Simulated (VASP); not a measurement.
Given:

```xyz
2
Lattice="3.4479 0.0000 0.0000 -1.7239 2.9859 0.0000 0.0000 0.0000 14.6235" Properties=species:S:1:pos:R:3 pbc="T T T"
Be     1.7239     0.9953     7.3118
S      0.0000     1.9906     7.3118
```

All values below come from r2SCAN meta-GGA, VASP's PBE PAW potentials (set 64) (plane waves; VASP). Settings: 400 eV cut-off, 10×10×1 Γ-centred mesh, tetrahedra with Blöchl corrections, potentials Be S.

The cell holds a wide vacuum, so values per volume refer to the whole cell.

### Question
Give the energies of bands 2 to 7 at the high-symmetry points, in eV from the valence-band maximum.

### Answer

```json
[
 {"band": "2", "Γ": "-2.10", "M": "-4.63", "K": "-3.92"},
 {"band": "3", "Γ": "-0.52", "M": "-1.98", "K": "-3.79"},
 {"band": "4", "Γ": "-0.52", "M": "-0.30", "K": "0.00"},
 {"band": "5", "Γ": "5.69", "M": "5.08", "K": "5.27"},
 {"band": "6", "Γ": "6.99", "M": "6.10", "K": "8.69"},
 {"band": "7", "Γ": "7.09", "M": "9.95", "K": "10.30"}
]
```

The gap is indirect, 5.08 eV, from the valence maximum at K to the conduction minimum at M.

The cell is a sheet with vacuum, built from a generated structure.
